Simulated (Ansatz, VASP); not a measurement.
# ZnRe in VASP and in Ansatz

```
Zn Re
1.0
     2.74822    0.00000    0.00000
    -1.37411    2.38003    0.00000
     0.00000    0.00000    4.49407
Zn Re
1 1
Direct
  0.00000 0.00000 0.00000
  0.33333 0.66667 0.50000
```

The cell comes from a database or a generator and needn't be the stable form of this composition.

Alike in both runs: task single point; functional BLYP; k mesh 14 × 14 × 8; no spin polarisation.

```csv
,VASP,Ansatz
version,VASP 6.6.1,Ansatz 0.2.0
potentials or method,"VASP PAW PBE potentials, release 64 (Zn, Re)","plane waves, PAW"
plane-wave cutoff (eV),520,490
occupations,"fermi-dirac, width 0.1 eV",fermi-dirac
valence electrons in the cell,19,27
```

```tsv
	VASP	Ansatz	Ansatz less VASP
pressure (GPa)	9.3	8.1	-1.17
largest component of the traceless stress (GPa)	1.83	1.77	-0.064
```

The two sets of potentials don't hold the same shells in valence.

Caveats: the PAW data sets were made with another functional, which shifts forces and pressure a little (VASP). The runs have no spin-orbit coupling, so splittings on Re are missing.
